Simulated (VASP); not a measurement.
Level of theory: PBE GGA, VASP's PBE PAW potentials (set 64) (plane waves; VASP 6.6.1).

Input for VASP

**POSCAR**
```
Au
1
    0.0000000000     2.0400000000     2.0400000000
    2.0400000000     0.0000000000     2.0400000000
    2.0400000000     2.0400000000     0.0000000000
Au
1
Direct
  0.0000000000   0.0000000000   0.0000000000
```

### KPOINTS
```
Automatic mesh
0
Gamma
14 14 14
0 0 0
```

INCAR:
```
SYSTEM=Au
PREC=Accurate; ENCUT=400; LREAL=.FALSE.
LASPH=.TRUE.
EDIFF=1E-6; NELM=100; ALGO=Normal
LMAXMIX=6
ISMEAR=1; SIGMA=0.1
GGA=PE
IBRION=2; NSW=60; ISIF=3
EDIFFG=-0.01
LWAVE=.FALSE.; LCHARG=.FALSE.
```

POTCAR, in this order: Au (PBE.64 set). Program: vasp_std.

Output of the run:

OSZICAR:
```
       N       E                     dE             d eps       ncg     rms          rms(c)
DAV:   1     0.326007649181E+02    0.32601E+02   -0.49681E+03  2216   0.859E+02
DAV:   2    -0.320821777609E+01   -0.35809E+02   -0.33505E+02  1942   0.174E+02
DAV:   3    -0.345709318589E+01   -0.24888E+00   -0.24879E+00  2242   0.151E+01
DAV:   4    -0.345769395458E+01   -0.60077E-03   -0.60076E-03  2131   0.808E-01
DAV:   5    -0.345769749727E+01   -0.35427E-05   -0.35435E-05  2133   0.596E-02    0.953E+00
DAV:   6    -0.321437096141E+01    0.24333E+00   -0.76829E-01  1909   0.863E+00    0.602E+00
DAV:   7    -0.319442525435E+01    0.19946E-01   -0.83102E-02  2000   0.281E+00    0.275E+00
DAV:   8    -0.319218628186E+01    0.22390E-02   -0.20200E-03  2002   0.458E-01    0.238E-01
DAV:   9    -0.319217856190E+01    0.77200E-05   -0.61090E-06  2044   0.276E-02    0.174E-02
DAV:  10    -0.319218411991E+01   -0.55580E-05   -0.23608E-06  2074   0.193E-02    0.198E-03
DAV:  11    -0.319218414937E+01   -0.29464E-07   -0.34604E-08   982   0.180E-03
   1 F= -.31921841E+01 E0= -.31923293E+01  d E =-.319218E+01
       N       E                     dE             d eps       ncg     rms          rms(c)
DAV:   1    -0.546569429639E+01   -0.22735E+01   -0.48795E+01  1900   0.781E+01    0.116E+01
DAV:   2    -0.328898490775E+01    0.21767E+01   -0.66092E+00  1881   0.252E+01    0.531E+00
DAV:   3    -0.317126873292E+01    0.11772E+00   -0.50566E-01  1940   0.654E+00    0.418E+00
DAV:   4    -0.316859922200E+01    0.26695E-02   -0.99257E-03  1985   0.786E-01    0.103E+00
DAV:   5    -0.316847696799E+01    0.12225E-03   -0.32894E-03  2119   0.398E-01    0.175E-02
DAV:   6    -0.316851347975E+01   -0.36512E-04   -0.38713E-05  2069   0.621E-02    0.100E-02
DAV:   7    -0.316851440716E+01   -0.92741E-06   -0.15518E-06  2166   0.976E-03
   2 F= -.31685144E+01 E0= -.31684380E+01  d E =0.236697E-01
       N       E                     dE             d eps       ncg     rms          rms(c)
DAV:   1    -0.409693433902E+01   -0.92842E+00   -0.17616E+01  1920   0.458E+01    0.567E+00
DAV:   2    -0.324454081678E+01    0.85239E+00   -0.31435E+00  1886   0.166E+01    0.147E+00
DAV:   3    -0.321617704215E+01    0.28364E-01   -0.14419E-01  1954   0.340E+00    0.117E+00
DAV:   4    -0.321692064872E+01   -0.74361E-03   -0.67011E-03  2005   0.616E-01    0.972E-02
DAV:   5    -0.321689655884E+01    0.24090E-04   -0.53807E-05  1949   0.725E-02    0.297E-02
DAV:   6    -0.321691088034E+01   -0.14321E-04   -0.26261E-06  2009   0.152E-02    0.112E-03
DAV:   7    -0.321691121023E+01   -0.32990E-06   -0.83889E-08  1063   0.241E-03
   3 F= -.32169112E+01 E0= -.32171204E+01  d E =-.247271E-01
       N       E                     dE             d eps       ncg     rms          rms(c)
DAV:   1    -0.321708630058E+01   -0.17542E-03   -0.33101E-03  1908   0.638E-01    0.767E-02
DAV:   2    -0.321692911620E+01    0.15718E-03   -0.54241E-04  1888   0.223E-01    0.298E-02
DAV:   3    -0.321692425288E+01    0.48633E-05   -0.28492E-05  1927   0.485E-02    0.226E-02
DAV:   4    -0.321692561671E+01   -0.13638E-05   -0.11153E-06  1920   0.841E-03    0.572E-04
DAV:   5    -0.321692566165E+01   -0.44935E-07   -0.19689E-08   936   0.141E-03
   4 F= -.32169257E+01 E0= -.32171370E+01  d E =-.247415E-01
```

### OUTCAR
```
------------------------ aborting loop because EDIFF is reached ----------------------------------------
  FORCE on cell =-STRESS in cart. coord.  units (eV):
  Direction    XX          YY          ZZ          XY          YZ          ZX
  --------------------------------------------------------------------------------------
  Total       -0.0035277     -0.0035277     -0.0035277      0.0000000      0.0000000     -0.0000000
  in kB       -0.3154902     -0.3154902     -0.3154902      0.0000000      0.0000000     -0.0000000
  external PRESSURE =      -0.3154902 kB  Pullay stress =       0.0000000 kB
  volume of cell :       17.91
      direct lattice vectors                 reciprocal lattice vectors
    -0.000000000  2.076799055  2.076799055    -0.240755117  0.240755117  0.240755117
     2.076799055  0.000000000  2.076799055     0.240755117 -0.240755117  0.240755117
     2.076799055  2.076799055 -0.000000000     0.240755117  0.240755117 -0.240755117
 POSITION                                       TOTAL-FORCE (eV/Angst)
 -----------------------------------------------------------------------------------
      0.00000      0.00000      0.00000        -0.000000     -0.000000     -0.000000
 -----------------------------------------------------------------------------------
    total drift:                               -0.000000     -0.000000     -0.000000
  FREE ENERGIE OF THE ION-ELECTRON SYSTEM (eV)
  ---------------------------------------------------
  free  energy   TOTEN  =        -3.2169256616 eV

  energy  without entropy=       -3.2175596655  energy(sigma->0) =       -3.21713700

 reached required accuracy - stopping structural energy minimisation
```
(Selected blocks of OUTCAR.)

**CONTCAR**
```
Au
   1.00000000000000
    -0.0000000000000000    2.0767990546020942    2.0767990546020942
     2.0767990546020942    0.0000000000000000    2.0767990546020942
     2.0767990546020942    2.0767990546020942   -0.0000000000000000
  Au
     1
Direct
     0.0000000000000000    0.0000000000000000    0.0000000000000000
```

Energy and stress use the plane-wave basis of the starting cell.

The compound is Au in the fcc structure. This run relaxes it. Symmetry was kept, so distortions that lower it aren't found.
